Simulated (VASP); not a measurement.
Consider the following.

```yaml
crystal:
  lattice:
    - [0.00000, 1.81077, 1.81077]
    - [1.81077, 0.00000, 1.81077]
    - [1.81077, 1.81077, 0.00000]
  atoms:
    - { symbol: C, position: [0.00000, 0.00000, 0.00000] }
    - { symbol: C, position: [0.25000, 0.25000, 0.25000] }
```

Level of theory: revPBE GGA, VASP's PBE PAW potentials (set 64) (plane waves; VASP). Settings: 520 eV cut-off, 13×13×13 Γ-centred mesh, Gaussian smearing of 0.050 eV, potentials C.

Q: Give the stress tensor in GPa (positive for a compressed cell).

A: 
```
-11.90    0.00    0.00
  0.00  -11.90    0.00
  0.00    0.00  -11.90
```
The pressure is its mean diagonal, -11.90 GPa.

The compound is C in the diamond structure. This cell is one point of a volume scan, at 1.03 of the reference volume.
